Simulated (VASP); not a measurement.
Consider the following.

```yaml
crystal:
  lattice:
    - [0.00000, 2.45295, 2.45295]
    - [2.45295, 0.00000, 2.45295]
    - [2.45295, 2.45295, 0.00000]
  atoms:
    - { symbol: Co, position: [0.00000, 0.00000, 0.00000] }
    - { symbol: P, position: [0.25000, 0.25000, 0.25000] }
```

The numbers are results of PBEsol GGA, VASP's PBE PAW potentials (set 64) (plane waves; VASP 6.6.1), not measurements. Run with 400 eV cut-off, Gaussian smearing of 0.050 eV, potentials Co P.

Q: Estimate the band gap (along the path) with the smallest direct gap where there is one.

A: 
- band gap (along the path): none (metal, semimetal or under 0.01 eV)

The absolute energy has meaning only against runs of the same code, potentials and settings.

The structure was generated: CoP was put into the zinc blende type (F-43m), which need not be its known phase. It was relaxed first, which changed the volume by -24 %. The run is not spin-polarised, so no magnetic state was tried.
